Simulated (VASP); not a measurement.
Consider the following.

```
InP
1.0
    0.00000     2.93877     2.93877
    2.93877     0.00000     2.93877
    2.93877     2.93877     0.00000
In P
1 1
Direct
  0.00000   0.00000   0.00000
  0.25000   0.25000   0.25000
```

Level of theory: PBEsol GGA, VASP's PBE PAW potentials (set 64) (plane waves; VASP 6.6.1). Run with 480 eV cut-off, 8×8×8 Γ-centred mesh, Gaussian smearing of 0.050 eV, potentials In_d P.

Unless said otherwise, spin-orbit coupling is left out, though it shifts the bands of the heavy elements here.

Q: Predict the energy per atom (σ→0), band gap (on the k-mesh) with the smallest direct gap where there is one.

A: 
```
Property                                      Value
-----------------------------------  --------------
band gap (on the k-mesh)                    0.57 eV
smallest direct gap (on the k-mesh)         0.57 eV
energy per atom (σ→0)                -4.577 eV/atom
```

The absolute energy has meaning only against runs of the same code, potentials and settings.

The compound is InP in the zinc blende structure. It was relaxed first.
